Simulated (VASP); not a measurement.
The input files of a VASP run:

INCAR:
```
NELM  =  100   ! most electronic steps
ISPIN  =  2   ! spin-polarised
LCHARG  =  F
MAGMOM  =  -0.0 0.2 0.2 0.2
EDIFFG  =  -0.02   ! ionic stop
GGA  =  PS   ! PBEsol
LWAVE  =  F
PSTRESS  =  50   ! kbar
ISIF  =  3
ISMEAR  =  1   ! Methfessel-Paxton
SYSTEM  =  Ni3Al
LMAXMIX  =  4
LORBIT  =  10
LASPH  =  T   ! aspherical one-centre terms
SIGMA  =  0.1   ! width (eV)
PREC  =  Accurate
LREAL  =  F   ! projection in real space or not
ALGO  =  Normal
ENCUT  =  500   ! plane-wave cut-off (eV)
EDIFF  =  1E-6   ! SCF stop (eV)
NSW  =  40   ! most ionic steps
IBRION  =  2   ! conjugate gradients
```

KPOINTS:
```
Automatic mesh
0
Gamma
9 9 9
0 0 0
```

**POSCAR**
```
Ni3Al
1.0
  3.5185715320   0.0000000000   0.0000000000
  0.0000000000   3.5185715320   0.0000000000
  0.0000000000   0.0000000000   3.5185715320
Al Ni
1 3
Cart
  0.0000000000   0.0000000000   0.0000000000
  0.0000000000   1.7592857660   1.7592857660
  1.7592857660   0.0000000000   1.7592857660
  1.7592857660   1.7592857660   0.0000000000
```

POTCAR, in this order: Al Ni (PBE.64 set). Program: vasp_std.

Question: Write an equivalent input for Quantum ESPRESSO's pw.x.

Answer: One equivalent input (not run):
```
&CONTROL
  calculation = 'vc-relax'
  pseudo_dir = './pseudo'
  outdir = './out'
  tprnfor = .true.
  tstress = .true.
  nstep = 40
  forc_conv_thr = 0.00078
/
&SYSTEM
  ibrav = 0
  nat = 4
  ntyp = 2
  ecutwfc = 98
  occupations = 'smearing'
  smearing = 'methfessel-paxton'
  degauss = 0.00735
  input_dft = 'pbesol'
  nspin = 2
  starting_magnetization(2) = 0.02
/
&ELECTRONS
  conv_thr = 7.3e-08
  electron_maxstep = 100
/
&IONS
/
&CELL
  press = 50
/
ATOMIC_SPECIES
  Al 26.982 Al.upf
  Ni 58.693 Ni.upf
CELL_PARAMETERS angstrom
     3.5185715    0.0000000    0.0000000
     0.0000000    3.5185715    0.0000000
     0.0000000    0.0000000    3.5185715
ATOMIC_POSITIONS crystal
  Al   0.0000000  0.0000000  0.0000000
  Ni   0.0000000  0.5000000  0.5000000
  Ni   0.5000000  0.0000000  0.5000000
  Ni   0.5000000  0.5000000  0.0000000
K_POINTS automatic
  9 9 9 0 0 0
```
What does not carry over: the potentials are each code's own (VASP's PAW set, PseudoDojo norm-conserving files in pw.x), so ENCUT and ecutwfc are chosen apart and not converted; conv_thr bounds pw.x's estimated SCF error, while EDIFF bounds the energy change between steps; starting_magnetization is a fraction of the valence charge and MAGMOM a moment in μB, so they match only roughly; forc_conv_thr acts on force components and is met together with etot_conv_thr.

The compound is Ni3Al in the L1_2 structure. This run relaxes it under an external pressure of 5 GPa. Symmetry was kept, so distortions that lower it aren't found.
